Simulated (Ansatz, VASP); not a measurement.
# One calculation of TaAl4, two programs

```
Ta Al
1.0
     5.07562    0.00000    0.00000
     0.00000    5.07562    0.00000
     0.00000    0.00000    5.07562
Ta Al
1 4
Direct
  0.50000 0.50000 0.50000
  0.00000 0.50000 0.50000
  0.50000 0.00000 0.50000
  0.50000 0.50000 0.00000
  0.00000 0.00000 0.00000
```

Alike in both runs: functional PBE; k mesh 8 × 8 × 8; occupations gaussian, width 0.1 eV; no spin polarisation.

Ansatz relaxed the structure, and its values are those at the end. VASP's run is a single point on that final structure, the one shown.

```csv
,VASP,Ansatz
version,VASP 6.6.1,Ansatz 0.2.0
potentials or method,"VASP PAW PBE potentials, release 64 (Ta_pv, Al)","scalar-relativistic, plane waves, PAW"
plane-wave cutoff (eV),520,420
valence electrons in the cell,23,25
```

|  | VASP | Ansatz | Ansatz less VASP |
| --- | --- | --- | --- |
| gap on the k mesh at the Fermi level (eV) | none | none | - |
| pressure (GPa) | 0.0 | 0.0 | +0.03 |

A gap of «none» marks a metal or a gap that the smearing closes. The two sets of potentials don't hold the same shells in valence.

Spin-orbit coupling is left out, which matters for the levels of Ta.
